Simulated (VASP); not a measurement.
Method: LDA (Ceperley-Alder, Perdew-Zunger), VASP's LDA PAW potentials (set 64) (plane waves; VASP 6.6.1).

VASP input:

File POSCAR:
```
SnTe
1
    0.0000000000     3.1600000000     3.1600000000
    3.1600000000     0.0000000000     3.1600000000
    3.1600000000     3.1600000000     0.0000000000
Sn Te
1 1
Direct
  0.0000000000   0.0000000000   0.0000000000
  0.5000000000   0.5000000000   0.5000000000
```

**INCAR**
```
SYSTEM = SnTe
PREC = Accurate
ENCUT = 400
EDIFF = 1E-6
NELM = 100
ALGO = Normal
LREAL = .FALSE.
LASPH = .TRUE.
ISMEAR = 0
SIGMA = 0.05
LMAXMIX = 4
LWAVE = .FALSE.
LCHARG = .FALSE.
IBRION = 2
ISIF = 3
NSW = 60
EDIFFG = -0.01
```

KPOINTS:
```
Automatic mesh
0
Gamma
7 7 7
0 0 0
```

POTCAR, in this order: Sn_d Te (LDA.64 set). Program: vasp_std.

Energy and stress use the plane-wave basis of the starting cell.

**Question.** Estimate the energy per atom (σ→0), volume per atom.

**Answer.** 
```json
{
 "energy per atom (σ→0)": "-4.420 eV/atom",
 "volume_per_atom": "30.29 Å³/atom"
}
```

OSZICAR:
```
...
DAV:   1    -0.887435299003E+01   -0.36992E-01   -0.80483E-01   680   0.153E+01    0.110E+00
DAV:   2    -0.884634222978E+01    0.28011E-01   -0.48679E-02   680   0.384E+00    0.450E-01
DAV:   3    -0.883966939243E+01    0.66728E-02   -0.19967E-02   686   0.225E+00    0.896E-02
DAV:   4    -0.883945981302E+01    0.20958E-03   -0.54368E-04   598   0.230E-01    0.919E-02
DAV:   5    -0.883935223373E+01    0.10758E-03   -0.84999E-05   822   0.742E-02    0.210E-02
DAV:   6    -0.883934923855E+01    0.29952E-05   -0.12704E-05   590   0.641E-02    0.523E-03
DAV:   7    -0.883934889341E+01    0.34514E-06   -0.36738E-07   280   0.688E-03
   3 F= -.88393489E+01 E0= -.88393489E+01  d E =-.155471E-01
```

The compound is SnTe in the rock salt structure, which distorts at low temperature. This run relaxes it. Symmetry was kept, so distortions that lower it aren't found.
